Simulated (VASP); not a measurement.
An input for Quantum ESPRESSO's pw.x (written as the equivalent of a VASP run, and not itself run):

```
&CONTROL
  calculation = 'vc-relax'
  pseudo_dir = './pseudo'
  outdir = './out'
  tprnfor = .true.
  tstress = .true.
  nstep = 40
  forc_conv_thr = 0.00078
/
&SYSTEM
  ibrav = 0
  nat = 2
  ntyp = 2
  ecutwfc = 84
  occupations = 'smearing'
  smearing = 'methfessel-paxton'
  degauss = 0.00735
  input_dft = 'pbesol'
/
&ELECTRONS
  conv_thr = 7.3e-08
  electron_maxstep = 100
/
&IONS
/
&CELL
  press = 450
/
ATOMIC_SPECIES
  Hg 200.592 Hg.upf
  O 15.999 O.upf
CELL_PARAMETERS angstrom
     2.7915204    0.0000000    0.0000000
     0.0000000    2.7915204    0.0000000
    -0.0000000   -0.0000000    2.7915204
ATOMIC_POSITIONS crystal
  Hg   0.0000000  0.0000000  0.0000000
  O    0.5000000  0.5000000  0.5000000
K_POINTS automatic
  13 13 13 0 0 0
```

**Question.** Translate this input to VASP (INCAR, KPOINTS, POSCAR, choice of POTCAR).

**Answer.** One answer among several that fit: 
POSCAR:
```
HgO
1
    2.7915203944     0.0000000000     0.0000000000
    0.0000000000     2.7915203944     0.0000000000
   -0.0000000000    -0.0000000000     2.7915203944
Hg O
1 1
Direct
  0.0000000000   0.0000000000   0.0000000000
  0.5000000000   0.5000000000   0.5000000000
```

File KPOINTS:
```
Automatic mesh
0
gamma
  13 13 13
0 0 0
```

**INCAR**
```
! general
SYSTEM   =  HgO
PREC     =  Accurate
ENCUT    =  620   ! plane-wave cut-off (eV)
LREAL    =  .FALSE.
LASPH    =  .TRUE.   ! aspherical one-centre terms

! electronic loop
EDIFF    =  1E-6
NELM     =  100   ! most electronic steps
ALGO     =  Normal
LMAXMIX  =  6

! smearing
ISMEAR   =  1   ! Methfessel-Paxton
SIGMA    =  0.1   ! width (eV)

! functional
GGA      =  PS

! ions
IBRION   =  2
NSW      =  40   ! most ionic steps
ISIF     =  3
EDIFFG   =  -0.02
PSTRESS  =  450   ! kbar

! output
LWAVE    =  .FALSE.
LCHARG   =  .FALSE.
```

POTCAR, in this order: Hg O (PBE.64 set). Program: vasp_std.

Limits of the translation: the potentials are each code's own (VASP's PAW set, PseudoDojo norm-conserving files in pw.x), so ENCUT and ecutwfc are chosen apart and not converted; conv_thr bounds pw.x's estimated SCF error, while EDIFF bounds the energy change between steps; forc_conv_thr acts on force components and is met together with etot_conv_thr.

The structure was generated: HgO was put into the CsCl type type (Pm-3m), which need not be its known phase. It was relaxed first under an external pressure of 45 GPa.
